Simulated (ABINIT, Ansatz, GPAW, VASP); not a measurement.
## One structure in several programs: Mo (Im-3m, 1 atom in the cell)

Self-consistent single point.

```
CELL_PARAMETERS angstrom
     -1.57500     1.57500     1.57500
      1.57500    -1.57500     1.57500
      1.57500     1.57500    -1.57500
ATOMIC_POSITIONS crystal
  Mo 0.00000 0.00000 0.00000
```

Shared settings, as Ansatz (a first-principles code) writes them: kpoints.mp_grid.grid = 10 10 10; scf.occupations.method = gaussian; scf.occupations.width = 0.0037 Ry. Potentials and cutoffs stand in the table.

| code | model | pressure (GPa) | cutoff |
|---|---|---|---|
| VASP | LDA (PZ), VASP's LDA PAW potentials (set 64) | -10.20 | 300 eV |
| Ansatz | LDA (PW92), default PAW files made with PBE | -10.66 | default |
| GPAW | LDA (Perdew-Wang 92), GPAW PAW datasets LDA (gpaw-data 1.0.1) | -11.54 | 600 eV |
| ABINIT | LDA (PW92), PAW (JTH v2.0 LDA PAW) | -10.32 | 20 Ha |

On Ansatz's run: spin polarisation is off.

The spread over the programs that give each value: pressure within 1.34 GPa.

Ansatz's pressure is given at a fixed set of plane waves, as the other plane-wave codes print theirs. The same LDA comes in different parametrisations, which differ slightly. In the pressure, GPAW (by 1.05) lies more than 1 GPa from the median of the plane-wave programs.

VASP's run is marked for a possible Pulay error in its stress at this cutoff; no cutoff test was made.

The starting cell has typed, rounded lattice constants, without a prior relaxation at this level.

Left out of this page: Quantum ESPRESSO, Elk, FLEUR and SIESTA (not drawn, or without a comparable value).

Keys are those of Ansatz 0.2.
